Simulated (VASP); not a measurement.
VASP ran on this input.

INCAR:
```
SYSTEM  =  Mg3Sb2
PREC  =  Accurate; ENCUT  =  520; LREAL  =  .FALSE.
LASPH  =  .TRUE.
EDIFF  =  1E-7; NELM  =  100; ALGO  =  Normal
LMAXMIX  =  4
ISMEAR  =  0; SIGMA  =  0.05
GGA  =  MK; LUSE_VDW  =  .TRUE.; AGGAC  =  0.0
PARAM1  =  0.1234568; PARAM2  =  0.7114; ZAB_VDW  =  -1.8867
IBRION  =  2; NSW  =  30; ISIF  =  4
EDIFFG  =  -0.01
LWAVE  =  .FALSE.; LCHARG  =  .FALSE.
```

POSCAR:
```
Mg3Sb2
1.0
  2.2650036925  -3.9231016336   0.0000000000
  2.2650036925   3.9231016336   0.0000000000
  0.0000000000   0.0000000000   7.1654471486
Mg Sb
3 2
Direct
  0.0000000000   0.0000000000   0.0000000000
  0.3333330000   0.6666670000   0.6326457075
  0.6666670000   0.3333330000   0.3673542925
  0.3333330000   0.6666670000   0.2254545519
  0.6666670000   0.3333330000   0.7745454481
```

File KPOINTS:
```
kpoints
0
Gamma
6 6 3
```

POTCAR, in this order: Mg Sb (PBE.64 set). Program: vasp_std.

### Question
Translate this rev-vdW-DF2 calculation to Quantum ESPRESSO's pw.x.

### Answer
One equivalent input (not run):
```
&CONTROL
  calculation = 'vc-relax'
  pseudo_dir = './pseudo'
  outdir = './out'
  tprnfor = .true.
  tstress = .true.
  nstep = 30
  forc_conv_thr = 0.00039
/
&SYSTEM
  ibrav = 0
  nat = 5
  ntyp = 2
  ecutwfc = 84
  occupations = 'smearing'
  smearing = 'gaussian'
  degauss = 0.003675
  input_dft = 'vdw-df2-b86r'
/
&ELECTRONS
  conv_thr = 7.3e-09
  electron_maxstep = 100
/
&IONS
/
&CELL
  cell_dofree = 'shape'
/
ATOMIC_SPECIES
  Mg 24.305 Mg.upf
  Sb 121.760 Sb.upf
CELL_PARAMETERS angstrom
     2.2650037   -3.9231016    0.0000000
     2.2650037    3.9231016    0.0000000
     0.0000000    0.0000000    7.1654471
ATOMIC_POSITIONS crystal
  Mg   0.0000000  0.0000000  0.0000000
  Mg   0.3333330  0.6666670  0.6326457
  Mg   0.6666670  0.3333330  0.3673543
  Sb   0.3333330  0.6666670  0.2254546
  Sb   0.6666670  0.3333330  0.7745454
K_POINTS automatic
  6 6 3 0 0 0
```
What does not carry over: the potentials are each code's own (VASP's PAW set, PseudoDojo norm-conserving files in pw.x), so ENCUT and ecutwfc are chosen apart and not converted; conv_thr bounds pw.x's estimated SCF error, while EDIFF bounds the energy change between steps; forc_conv_thr acts on force components and is met together with etot_conv_thr.

The compound is Mg3Sb2 in the a-la2o3 structure. This cell is one point of a volume scan, at 0.97 of the reference volume. Symmetry was kept, so distortions that lower it aren't found.
